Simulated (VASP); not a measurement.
**Sc: transverse stress against strain**

Sc (hcp, P6_3/mmc, 24.594 Å³/atom and stress up to 0.10 GPa in the relaxed cell, c along z) under an equal strain ε along x and y, with z held. PBE in VASP (plane waves, PAW), 480 eV, 18×18×8 Γ-centred mesh, Methfessel-Paxton smearing 0.10 eV; ions are relaxed, or left where forces stay under 0.02 eV/Å, within the symmetry of each cell. Stress is positive for a compressed cell.

Here s stands for strain and y for stress zz.

| strain (%) | stress zz (GPa) |
|---|---|
| -1.50 | 0.90 |
| -1.00 | 0.57 |
| -0.50 | 0.27 |
| 0.00 | -0.03 |
| 0.50 | -0.30 |
| 1.00 | -0.56 |
| 1.50 | -0.80 |
| 3.00 | ? |

Taking a straight line for y over the 7 complete rows: Means: s 0, y 0.007. About the means, the sum of products is -3.9650 and the sum of squares of s is 7.0000; the slope is their ratio. Least squares gives y = 0.007 - 0.5664·s. Residuals (row less fit): 0.043, -0.003, -0.020, -0.037, -0.024, -0.001, 0.043; standard error 0.035 (degrees of freedom: 5). The slope gives the elastic constant 2C13 = about 57 GPa.

Question: What does the fit predict for y at s = 3.00, and how far is the calculated value from it?

Answer: y = 0.007 - 0.5664 × 3.0 = -1.692 GPa. The calculation gives -1.48 GPa, 0.212 GPa above the prediction (8.9 % of the range of y in the table). The row lies outside the fitted rows, so this is an extrapolation. From the scatter of the fitted rows alone, a prediction at this place has a standard error of 0.054 GPa, so the miss is 3.9 times that.

A polynomial of degree 2 through the 12 other runs of the series gives -1.46 there, so most of the miss is curvature that the fit leaves out. In a metal these values are sensitive to mesh and smearing; energies are taken to zero smearing, stresses follow the free energy. The runs aren't spin-polarised. Rows are the converged runs of the series near zero and its far end, less any whose ions stayed unrelaxed beside relaxed ones; series whose fitted rows scatter by over a few per cent of the range, as at a crossing or softening among them, aren't shown in this form. Most that stay on the fit to the last digits aren't either.
